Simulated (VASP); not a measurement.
## O on Ag(111): which site?

Aim: adsorption energies of O on the high-symmetry sites of Ag(111), at a coverage of 1/4.

Program: VASP 6.6.1. Level of theory: PBE; plane waves and PAW (Ag), in the first sound run; inputs show where later runs differ. Results are calculated unless marked as measured.

This is a report of a sequence of runs, with most program output left out.

### Step 1. Starting point

Symmetry: Fm-3m, No. 225, cubic system. Conventional cell: a = 4.145 Å, b = 4.145 Å, c = 4.145 Å, α = 90.00°, β = 90.00°, γ = 90.00°. Nearest to Ag lie 12 Ag at 2.93 Å.

### Step 2. The bulk reference

The surface energy counts from the bulk crystal, run with the slab's cutoff and functional on a dense mesh.

INCAR reads:

```
SYSTEM = Ag
PREC = Normal
ENCUT = 440
EDIFF = 1E-06
NELM = 120
ISMEAR = 1
SIGMA = 0.15
LREAL = .FALSE.
ALGO = Fast
GGA = PE
NBANDS = 11
LASPH = .TRUE.
LORBIT = 11
LWAVE = .FALSE.
LCHARG = .FALSE.
KPAR = 4
```

POSCAR reads:

```
Ag
1.0
    0.0000000000      2.0726934434      2.0726934434
    2.0726934434      0.0000000000      2.0726934434
    2.0726934434      2.0726934434      0.0000000000
Ag
1
Direct
    0.0000000000      0.0000000000      0.0000000000
```

KPOINTS reads:

```
Automatic mesh
0
Gamma
19 19 19
0 0 0
```

The projector-augmented-wave data sets are Ag (PBE family, release 64).

Run with:

```bash
> mpirun -np 4 vasp_std
```

Run time: 7.6 s. Hardware: 4 MPI ranks of AMD EPYC 7R43, shared host; peak memory 0.42 GiB; 28 s of CPU time.

This run has no spin polarisation. Its electron count is odd, so without a moment it is a metal by construction.

Numbers from this step:

| Item | Value |
| --- | --- |
| electronic cycles | 12 |
| electrons | 11 |
| free energy (TOTEN) | -2.714 eV |
| energy at zero smearing | -2.714 eV |
| Fermi energy | 7.905 eV |
| metallic | yes |

Energy at zero smearing: -2.71404 eV.

### Step 3. Relaxing the slab

System of this step: Ag(111). The cell holds 12 atoms: 12 Ag. Cell: a = 5.862 Å, b = 5.862 Å, c = 19.787 Å, α = 90.0°, β = 90.0°, γ = 60.0°. It derives from Ag. 3 layers of fcc Ag, cut at this functional's lattice. Vacuum lies along c.

The free atoms relax, while those held by selective dynamics keep their cut positions.

INCAR reads:

```
SYSTEM = Ag
PREC = Normal
ENCUT = 440
EDIFF = 1E-05
NELM = 120
ISMEAR = 1
SIGMA = 0.15
LREAL = .FALSE.
ALGO = Fast
GGA = PE
NBANDS = 81
LASPH = .TRUE.
LORBIT = 11
LWAVE = .FALSE.
LCHARG = .FALSE.
KPAR = 4
IBRION = 2
NSW = 40
ISIF = 2
EDIFFG = -0.03
POTIM = 0.4
MAXMIX = 40
IDIPOL = 3
LDIPOL = .TRUE.
DIPOL = 0.5 0.5 0.5
```

POSCAR reads:

```
Ag
1.0
    5.8624623566      0.0000000000      0.0000000000
    2.9312311783      5.0770413295      0.0000000000
    0.0000000000      0.0000000000     19.7866804700
Ag
12
Selective dynamics
Direct
    0.1666666700      0.1666666700      0.3790428600  F F F
    0.6666666700      0.1666666700      0.3790428600  F F F
    0.1666666700      0.6666666700      0.3790428600  F F F
    0.6666666700      0.6666666700      0.3790428600  F F F
    0.8333333300      0.3333333300      0.5000000000  T T T
    0.3333333300      0.3333333300      0.5000000000  T T T
    0.8333333300      0.8333333300      0.5000000000  T T T
    0.3333333300      0.8333333300      0.5000000000  T T T
    0.0000000000      0.0000000000      0.6209571400  T T T
    0.5000000000      0.0000000000      0.6209571400  T T T
    0.0000000000      0.5000000000      0.6209571400  T T T
    0.5000000000      0.5000000000      0.6209571400  T T T
```

KPOINTS reads:

```
Automatic mesh
0
Gamma
6 6 1
0 0 0
```

Run with:

```bash
> mpirun -np 4 vasp_std
```

The job ended after 5.1 min (4 MPI ranks; peak memory 1.7 GiB; 20 min of CPU time).

The run keeps the 6 symmetry operations of its start, so it cannot find a distortion of lower symmetry.

The steps of the relaxation:

| step | energy less that of the first step (eV) | largest force (eV/Å) |
| --- | --- | --- |
| 1 | 0.0000 | 0.0630 |
| 2 | -0.0006 | 0.0542 |
| 3 | -0.0020 | 0.0300 |
| 4 | -0.0034 | 0.0680 |
| 5 | -0.0041 | 0.0568 |
| 6 | -0.0059 | 0.0321 |
| 7 | -0.0073 | 0.0089 |

The atoms that moved most (Å):

```csv
atom,dx,dy,dz,length
Ag12,0.000,0.000,-0.056,0.056
Ag11,0.000,0.000,-0.056,0.056
Ag10,0.000,0.000,-0.056,0.056
Ag9,0.000,0.000,-0.056,0.056
Ag8,0.000,0.000,-0.029,0.029
Ag7,0.000,0.000,-0.029,0.029
Ag6,0.000,0.000,-0.029,0.029
Ag5,0.000,0.000,-0.029,0.029
```

Final coordinates:

```cif
data_structure
_symmetry_space_group_name_H-M 'P 1'
_symmetry_Int_Tables_number 1
_cell_length_a 5.8625
_cell_length_b 5.8625
_cell_length_c 19.7867
_cell_angle_alpha 90.000
_cell_angle_beta 90.000
_cell_angle_gamma 60.000
_cell_volume 588.93
loop_
_atom_site_label
_atom_site_type_symbol
_atom_site_fract_x
_atom_site_fract_y
_atom_site_fract_z
_atom_site_occupancy
Ag1 Ag 0.16667 0.16667 0.37904 1
Ag2 Ag 0.66667 0.16667 0.37904 1
Ag3 Ag 0.16667 0.66667 0.37904 1
Ag4 Ag 0.66667 0.66667 0.37904 1
Ag5 Ag 0.83333 0.33333 0.49854 1
Ag6 Ag 0.33333 0.33333 0.49854 1
Ag7 Ag 0.83333 0.83333 0.49854 1
Ag8 Ag 0.33333 0.83333 0.49854 1
Ag9 Ag 0.00000 0.00000 0.61814 1
Ag10 Ag 0.50000 0.00000 0.61814 1
Ag11 Ag 0.00000 0.50000 0.61814 1
Ag12 Ag 0.50000 0.50000 0.61814 1
```

Numbers from this step:

```
electronic cycles   : 59
electrons           : 132
free energy (TOTEN) : -29.74 eV
Fermi energy        : 0.0017 eV
dipole moment       : 0, 0, 2.77e-4 e·Å
```

The run ended after 7 ionic steps, 0.007 eV below its first step, once the forces on the free atoms met EDIFFG = -0.03.

### Step 4. Vacuum level and density of states

A static run writes the electrostatic potential without exchange and correlation (LVHAR), which is flat in the vacuum and gives the level to count from. The dipole correction cancels the field that unlike faces would set up across the vacuum.

INCAR reads:

```
SYSTEM = Ag
PREC = Normal
ENCUT = 440
EDIFF = 1E-06
NELM = 120
ISMEAR = 1
SIGMA = 0.15
LREAL = .FALSE.
ALGO = Fast
GGA = PE
NBANDS = 81
LASPH = .TRUE.
LORBIT = 11
LWAVE = .FALSE.
LCHARG = .FALSE.
KPAR = 4
IDIPOL = 3
LDIPOL = .TRUE.
DIPOL = 0.5 0.5 0.499
LVHAR = .TRUE.
LVACPOTAV = .TRUE.
NEDOS = 1500
```

POSCAR reads:

```
Ag
1.0
    5.8624623566      0.0000000000      0.0000000000
    2.9312311783      5.0770413295      0.0000000000
    0.0000000000      0.0000000000     19.7866804700
Ag
12
Selective dynamics
Direct
    0.1666666700      0.1666666700      0.3790428600  F F F
    0.6666666700      0.1666666700      0.3790428600  F F F
    0.1666666700      0.6666666700      0.3790428600  F F F
    0.6666666700      0.6666666700      0.3790428600  F F F
    0.8333333300      0.3333333300      0.4985386084  T T T
    0.3333333300      0.3333333300      0.4985386084  T T T
    0.8333333300      0.8333333300      0.4985386084  T T T
    0.3333333300      0.8333333300      0.4985386084  T T T
    0.0000000000      0.0000000000      0.6181420106  T T T
    0.5000000000      0.0000000000      0.6181420106  T T T
    0.0000000000      0.5000000000      0.6181420106  T T T
    0.5000000000      0.5000000000      0.6181420106  T T T
```

KPOINTS is that of step 3.

Run with:

```bash
> mpirun -np 4 vasp_std
```

Elapsed: 1.8 min, on 4 MPI ranks; peak memory 1.5 GiB.

Numbers from this step:

* electronic cycles: 22
* Fermi energy: 0.0016 eV
* dipole moment: 0, 0, 1.63e-4 e·Å
* vacuum levels: 4.49, 4.489 eV
* work functions of the upper and lower face: 4.488, 4.487 eV

Zero at the Fermi level. The planar average of the electrostatic potential by height:

```csv
height (Å),planar average of the electrostatic potential (eV)
0.0,4.49
0.5,4.49
1.0,4.49
1.5,4.49
2.0,4.49
2.5,4.49
3.0,4.49
3.5,4.49
4.0,4.48
4.5,4.47
5.0,4.41
5.5,4.23
6.0,3.57
6.5,1.09
7.0,-10.1
7.5,-17.2
8.0,-10.1
8.5,0.440
9.0,-1.55
9.5,-13.5
10.0,-16.9
10.5,-6.81
11.0,1.09
11.5,-4.18
12.0,-15.6
12.5,-15.0
13.0,-3.14
13.5,2.83
14.0,4.03
14.5,4.36
15.0,4.45
15.5,4.48
16.0,4.49
16.5,4.49
17.0,4.49
17.5,4.49
18.0,4.49
18.5,4.49
19.0,4.49
19.5,4.49
```

Density of states in the PAW spheres, an atom over height of the layer and energy from the Fermi level.

Values in states/eV, 22 rows by 3 columns, each cell a mean:
```
0.09 0.09 0.09
0.27 0.36 0.26
0.27 0.17 0.27
0.05 0.04 0.05
0.10 0.10 0.10
0.31 0.34 0.31
0.06 0.06 0.06
0.10 0.12 0.11
2.00 1.87 2.00
3.45 3.61 3.45
4.45 2.57 4.46
3.52 1.74 3.52
3.53 3.39 3.52
2.80 3.02 2.80
1.72 2.09 1.73
2.04 3.94 2.02
0.51 1.69 0.50
0.04 0.10 0.04
0.03 0.08 0.03
0.00 0.01 0.00
0.00 0.00 0.00
0.00 0.00 0.00
```
Columns: height of the layer (Å) from 7.5 to 12.2; rows upwards: energy from the Fermi level (eV) from -7.9 to 0.5.

The map of layer states is cut here 0.5 eV above the Fermi level, so it leaves out the states above that.

The vacuum level lies 4.49 eV above the Fermi level at the upper face; both faces agree, as the slab has next to no dipole.

The program found no field-free point at its default tolerance, but its printed level agrees with the flat part of the planar average.

On this mesh the fine structure of the density of states is sampling noise, and high empty states may be cut by the number of bands.

### Step 5. Relaxing the adsorbate, site ontop

This step: PBE; plane waves and PAW (Ag, O) (VASP 6.6.1).

System of this step: Ag12O (Ag(111)). The cell holds 13 atoms: 12 Ag and 1 O. Cell: a = 5.862 Å, b = 5.862 Å, c = 19.787 Å, α = 90.0°, β = 90.0°, γ = 60.0°. It derives from Ag. O over the ontop site of Ag(111). Vacuum lies along c.

The adsorbate starts over a high-symmetry site, and it relaxes with the upper layers within that symmetry.

INCAR reads:

```
SYSTEM = Ag12O
PREC = Normal
ENCUT = 440
EDIFF = 1E-05
NELM = 120
ISMEAR = 1
SIGMA = 0.15
LREAL = Auto
ALGO = Fast
GGA = PE
NBANDS = 85
LASPH = .TRUE.
LORBIT = 11
LWAVE = .FALSE.
LCHARG = .FALSE.
KPAR = 4
IBRION = 2
NSW = 50
ISIF = 2
EDIFFG = -0.03
POTIM = 0.4
MAXMIX = 40
IDIPOL = 3
LDIPOL = .TRUE.
DIPOL = 0.5 0.5 0.515
```

POSCAR reads:

```
Ag12O
1.0
    5.8624623566      0.0000000000      0.0000000000
    2.9312311783      5.0770413295      0.0000000000
    0.0000000000      0.0000000000     19.7866804700
Ag O
12 1
Selective dynamics
Direct
    0.1666666700      0.1666666700      0.3790428600  F F F
    0.6666666700      0.1666666700      0.3790428600  F F F
    0.1666666700      0.6666666700      0.3790428600  F F F
    0.6666666700      0.6666666700      0.3790428600  F F F
    0.8333333300      0.3333333300      0.4985386100  T T T
    0.3333333300      0.3333333300      0.4985386100  T T T
    0.8333333300      0.8333333300      0.4985386100  T T T
    0.3333333300      0.8333333300      0.4985386100  T T T
    0.0000000000      0.0000000000      0.6181420100  T T T
    0.5000000000      0.0000000000      0.6181420100  T T T
    0.0000000000      0.5000000000      0.6181420100  T T T
    0.5000000000      0.5000000000      0.6181420100  T T T
    0.0000000000      0.0000000000      0.7141662000  T T T
```

KPOINTS is that of step 4.

PAW data sets: Ag and O (PBE family, release 64).

Run with:

```bash
> mpirun -np 4 vasp_std
```

Run time: 7.3 min. Hardware: 4 MPI ranks; peak memory 1.8 GiB; 29 min of CPU time.

Relaxation path:

| step | energy less that of the first step (eV) | largest force (eV/Å) |
| --- | --- | --- |
| 1 | 0.0000 | 0.8972 |
| 2 | -0.0165 | 0.3441 |
| 3 | -0.0172 | 0.1944 |
| 4 | -0.0172 | 0.2138 |
| 5 | -0.0200 | 0.1889 |
| 6 | -0.0276 | 0.1474 |
| 7 | -0.0375 | 0.0789 |
| 8 | -0.0385 | 0.1101 |
| 9 | -0.0408 | 0.1838 |
| 10 | -0.0410 | 0.1407 |
| 11 | -0.0401 | 0.2169 |
| 12 | -0.0419 | 0.0273 |

The atoms that moved most (Å):

```
atom      dx      dy      dz  length
 Ag9   0.000   0.000  -0.113   0.113
 O13   0.000   0.000  -0.065   0.065
Ag11   0.002  -0.001   0.059   0.059
Ag12  -0.002  -0.001   0.059   0.059
Ag10   0.000   0.002   0.059   0.059
 Ag6   0.000   0.000   0.039   0.039
 Ag7  -0.011  -0.006   0.009   0.016
 Ag8   0.011  -0.006   0.009   0.016
```

Final coordinates:

```xyz
13
Lattice="5.8625 0.0000 0.0000 2.9312 5.0770 0.0000 0.0000 0.0000 19.7867" Properties=species:S:1:pos:R:3
Ag    1.4656    0.8462    7.5000
Ag    4.3968    0.8462    7.5000
Ag    2.9312    3.3847    7.5000
Ag    5.8625    3.3847    7.5000
Ag    5.8625    1.7051    9.8736
Ag    2.9312    1.6923    9.9037
Ag    7.3170    4.2245    9.8736
Ag    4.4079    4.2245    9.8736
Ag    0.0000    0.0000   12.1184
Ag    2.9312    0.0020   12.2904
Ag    1.4674    2.5375   12.2904
Ag    4.3951    2.5375   12.2904
O     0.0000    0.0000   14.0664
```

This step gave:

- electronic cycles: 90
- electrons: 138
- free energy (TOTEN): -33.56 eV
- energy at zero smearing: -33.55 eV
- Fermi energy: -0.5179 eV
- dipole moment: 0, 0, 0.3537 e·Å

The run ended after 12 ionic steps, 0.042 eV below its first step, once the forces on the free atoms met EDIFFG = -0.03.

VASP counts the dipole in electrons times Å, so a positive number points the physical dipole along −c.

### Step 6. Potential and states with the adsorbate, site ontop

A static run like the clean slab's shows how the vacuum level shifts, by charge transfer, by any dipole of the adsorbate and by the slab's own rearrangement.

INCAR reads:

```
SYSTEM = Ag12O
PREC = Normal
ENCUT = 440
EDIFF = 1E-06
NELM = 120
ISMEAR = 1
SIGMA = 0.15
LREAL = Auto
ALGO = Fast
GGA = PE
NBANDS = 85
LASPH = .TRUE.
LORBIT = 11
LWAVE = .FALSE.
LCHARG = .FALSE.
KPAR = 4
IDIPOL = 3
LDIPOL = .TRUE.
DIPOL = 0.5 0.5 0.515
LVHAR = .TRUE.
LVACPOTAV = .TRUE.
NEDOS = 1500
```

POSCAR reads:

```
Ag12O
1.0
    5.8624623566      0.0000000000      0.0000000000
    2.9312311783      5.0770413295      0.0000000000
    0.0000000000      0.0000000000     19.7866804700
Ag O
12 1
Selective dynamics
Direct
    0.1666666700      0.1666666700      0.3790428600  F F F
    0.6666666700      0.1666666700      0.3790428600  F F F
    0.1666666700      0.6666666700      0.3790428600  F F F
    0.6666666700      0.6666666700      0.3790428600  F F F
    0.8320748940      0.3358502020      0.4990039780  T T T
    0.3333333300      0.3333333300      0.5005229841  T T T
    0.8320748940      0.8320748940      0.4990039780  T T T
    0.3358502020      0.8320748940      0.4990039780  T T T
    0.0000000000      0.0000000000      0.6124544966  T T T
    0.4997984120      0.0004031760      0.6211440119  T T T
    0.0004031760      0.4997984120      0.6211440119  T T T
    0.4997984120      0.4997984120      0.6211440119  T T T
    0.0000000000      0.0000000000      0.7109049018  T T T
```

KPOINTS is that of step 5.

Run with:

```bash
> mpirun -np 4 vasp_std
```

Run time: 2.4 min. Hardware: 4 MPI ranks; peak memory 1.5 GiB.

Numbers from this step:

* electronic cycles: 22
* Fermi energy: -0.5177 eV
* dipole moment: 0, 0, 0.3540 e·Å
* vacuum levels: 6.076, 3.923 eV
* work functions of the upper and lower face: 6.594, 4.441 eV

Zero at the Fermi level. Table of planar average of the electrostatic potential by height:

```
height (Å)  planar average of the electrostatic potential (eV)
       0.0                                                6.51
       0.5                                                4.65
       1.0                                                4.44
       1.5                                                4.44
       2.0                                                4.44
       2.5                                                4.44
       3.0                                                4.44
       3.5                                                4.44
       4.0                                                4.44
       4.5                                                4.42
       5.0                                                4.37
       5.5                                                4.18
       6.0                                                3.51
       6.5                                                1.02
       7.0                                               -10.2
       7.5                                               -17.3
       8.0                                               -10.2
       8.5                                               0.381
       9.0                                               -1.32
       9.5                                               -13.1
      10.0                                               -17.0
      10.5                                               -7.23
      11.0                                                1.02
      11.5                                               -3.93
      12.0                                               -15.3
      12.5                                               -15.2
      13.0                                               -3.51
      13.5                                                2.89
      14.0                                                3.07
      14.5                                                4.97
      15.0                                                6.35
      15.5                                                6.55
      16.0                                                6.59
      16.5                                                6.59
      17.0                                                6.59
      17.5                                                6.59
      18.0                                                6.59
      18.5                                                6.59
      19.0                                                6.59
      19.5                                                6.59
```

Density of states in the PAW spheres, an atom over height of the layer and energy from the Fermi level.

Values in states/eV, 22 rows by 5 columns, each cell a mean:
```
0.17 0.15 0.25 0.14 0.44
0.31 0.31 0.46 0.26 1.19
0.09 0.11 0.46 0.09 1.67
0.20 0.19 0.83 0.17 2.75
0.12 0.12 0.40 0.12 0.93
0.19 0.23 0.28 0.22 0.31
0.16 0.17 0.22 0.18 0.21
0.08 0.11 0.07 0.11 0.08
1.16 1.20 0.81 1.54 0.07
3.43 3.66 1.85 3.92 0.18
4.20 2.83 2.03 4.74 0.27
3.80 1.97 2.56 3.67 0.26
3.62 3.17 3.09 3.38 0.28
2.93 3.23 3.71 2.69 0.34
2.00 2.02 3.40 1.53 0.20
2.11 3.66 3.42 1.86 0.13
0.76 2.10 1.50 0.59 0.09
0.05 0.15 0.09 0.04 0.01
0.03 0.08 0.03 0.03 0.00
0.00 0.01 0.00 0.00 0.00
0.00 0.00 0.00 0.00 0.00
0.00 0.00 0.00 0.00 0.00
```
Columns: height of the layer (Å) from 7.5 to 14.1 (not evenly spaced); rows upwards: energy from the Fermi level (eV) from -7.9 to 0.5.

The map of layer states is cut here 0.5 eV above the Fermi level, so it leaves out the states above that.

At the end the adsorbate's closest contact with the slab is O-Ag at 1.95 Å, nearly straight above the slab's atom, and its lowest atom lies 1.78 Å above the highest atom of the slab.

The vacuum level lies 6.59 eV above the Fermi level at the upper face; the two faces differ by 2.15 eV, the step that the slab's dipole of 0.354 e·Å makes.

VASP counts the dipole in electrons times Å, so a positive number points the physical dipole along −c.

The program found no field-free point at its default tolerance, but its printed level agrees with the flat part of the planar average.

On this mesh the fine structure of the density of states is sampling noise, and high empty states may be cut by the number of bands.

[end of part 1 of 3]

[Lines on the potential files, build, host, timing and source positions are cut from VASP's logs without a mark.]

[Logs are printed without paths, hosts, clocks, repeated set-up lines and the standing remarks that a program may print on its own settings, such as how far it seeks lower states.]

[Hosts, paths, dates, database ids (printed as entryN), source tags and the programs' standing remarks are cut or masked in the printed files.]

[Runs that stopped without an error message from VASP are left out.]
